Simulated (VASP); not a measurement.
All values below come from PBE GGA, VASP's PBE PAW potentials (set 64) (plane waves; VASP 6.6.1).

Input for VASP

### KPOINTS
```
Automatic
0
gamma
 8 8 8
0 0 0
```

File POSCAR:
```
NaCl
1.0
  0.0000000000   2.5688875907   2.5688875907
  2.5688875907   0.0000000000   2.5688875907
  2.5688875907   2.5688875907   0.0000000000
Na Cl
1 1
Cart
  0.0000000000   0.0000000000   0.0000000000
  2.5688875907   2.5688875907   2.5688875907
```

INCAR:
```
SYSTEM = NaCl
PREC = Accurate
ENCUT = 480
EDIFF = 1E-7
NELM = 100
ALGO = Normal
LREAL = .FALSE.
LASPH = .TRUE.
ISMEAR = 0
SIGMA = 0.05
GGA = PE
LWAVE = .FALSE.
LCHARG = .FALSE.
ISIF = 3
IBRION = 2
NSW = 40
EDIFFG = -0.01
PSTRESS = 150
```

POTCAR, in this order: Na_pv Cl (PBE.64 set). Program: vasp_std.

Output of the run:

### OSZICAR
```
       N       E                     dE             d eps       ncg     rms          rms(c)
DAV:   1     0.957981367096E+02    0.95798E+02   -0.73392E+03   638   0.133E+03
DAV:   2     0.123074664361E+00   -0.95675E+02   -0.88585E+02   731   0.290E+02
DAV:   3    -0.640649582787E+01   -0.65296E+01   -0.64901E+01   767   0.786E+01
DAV:   4    -0.652441648299E+01   -0.11792E+00   -0.11781E+00   745   0.109E+01
DAV:   5    -0.652689246413E+01   -0.24760E-02   -0.24758E-02   808   0.163E+00    0.244E+00
DAV:   6    -0.635651482475E+01    0.17038E+00   -0.30374E-01   810   0.454E+00    0.188E+00
DAV:   7    -0.634072103238E+01    0.15794E-01   -0.93802E-02   719   0.254E+00    0.121E+00
DAV:   8    -0.634419229208E+01   -0.34713E-02   -0.69778E-03   689   0.105E+00    0.213E-01
DAV:   9    -0.634414313712E+01    0.49155E-04   -0.14954E-04   786   0.156E-01    0.807E-02
DAV:  10    -0.634420413783E+01   -0.61001E-04   -0.11341E-04   695   0.161E-01    0.131E-02
DAV:  11    -0.634420326737E+01    0.87045E-06   -0.11448E-05   749   0.520E-02    0.397E-03
DAV:  12    -0.634420387993E+01   -0.61256E-06   -0.86980E-07   716   0.122E-02    0.996E-04
DAV:  13    -0.634420397882E+01   -0.98886E-07   -0.75174E-08   722   0.253E-03
   1 F= -.31699186E+01 E0= -.31699186E+01  d E =-.316992E+01
```

OUTCAR:
```
------------------------ aborting loop because EDIFF is reached ----------------------------------------
  FORCE on cell =-STRESS in cart. coord.  units (eV):
  Direction    XX          YY          ZZ          XY          YZ          ZX
  --------------------------------------------------------------------------------------
  Total        3.1658680      3.1658680      3.1658680      0.0000000     -0.0000000      0.0000000
  in kB      149.6022372    149.6022372    149.6022372      0.0000000     -0.0000000      0.0000000
  external PRESSURE =      -0.3977628 kB  Pullay stress =     150.0000000 kB
  volume of cell :       33.91
      direct lattice vectors                 reciprocal lattice vectors
     0.000000000  2.568887591  2.568887591    -0.194636777  0.194636777  0.194636777
     2.568887591  0.000000000  2.568887591     0.194636777 -0.194636777  0.194636777
     2.568887591  2.568887591  0.000000000     0.194636777  0.194636777 -0.194636777
  FREE ENERGIE OF THE ION-ELECTRON SYSTEM (eV)
  ---------------------------------------------------
  free  energy   TOTEN  =        -6.3442039788 eV

  energy  without entropy=       -6.3442039788  energy(sigma->0) =       -6.34420398
  enthalpy is  TOTEN    =        -3.1699185551 eV   P V=        3.1742854237

 reached required accuracy - stopping structural energy minimisation
```
(Selected blocks of OUTCAR.)

### OUTCAR
```
 val. band max:        1.2445839277   @ k =   0.0000   0.0000   0.0000

 cond. band min:       7.6795880012   @ k =   0.0000   0.0000   0.0000


 Fermi energy:         1.5167571027

 k-point     1 :       0.0000    0.0000    0.0000
  band No.  band energies     occupation
      1     -19.2172      2.00000
      2     -19.2172      2.00000
      3     -19.2172      2.00000
      4     -12.2486      2.00000
      5       1.2446      2.00000
      6       1.2446      2.00000
      7       1.2446      2.00000
      8       7.6796      0.00000
      9      12.5042      0.00000
     10      12.5042      0.00000
     11      12.5042      0.00000

 k-point     2 :       0.1250    0.0000    0.0000
  band No.  band energies     occupation
      1     -19.2334      2.00000
      2     -19.2179      2.00000
      3     -19.2179      2.00000
      4     -12.1465      2.00000
      5       0.6889      2.00000
      6       1.1700      2.00000
      7       1.1700      2.00000
      8       8.2799      0.00000
      9      12.0130      0.00000
     10      12.7769      0.00000
     11      12.7769      0.00000

 k-point     3 :       0.2500    0.0000    0.0000
  band No.  band energies     occupation
      1     -19.2719      2.00000
      2     -19.2200      2.00000
      3     -19.2200      2.00000
      4     -11.8884      2.00000
      5      -0.4130      2.00000
      6       0.9980      2.00000
      7       0.9980      2.00000
      8       9.0745      0.00000
      9      12.0175      0.00000
     10      13.0857      0.00000
     11      13.0857      0.00000

 k-point     4 :       0.3750    0.0000    0.0000
  band No.  band energies     occupation
      1     -19.3091      2.00000
      2     -19.2220      2.00000
      3     -19.2220      2.00000
      4     -11.6106      2.00000
      5      -1.3421      2.00000
      6       0.8364      2.00000
      7       0.8364      2.00000
      8       9.0484      0.00000
      9      12.9298      0.00000
...
```

The compound is NaCl in the rock salt structure. It was relaxed first under an external pressure of 15 GPa.
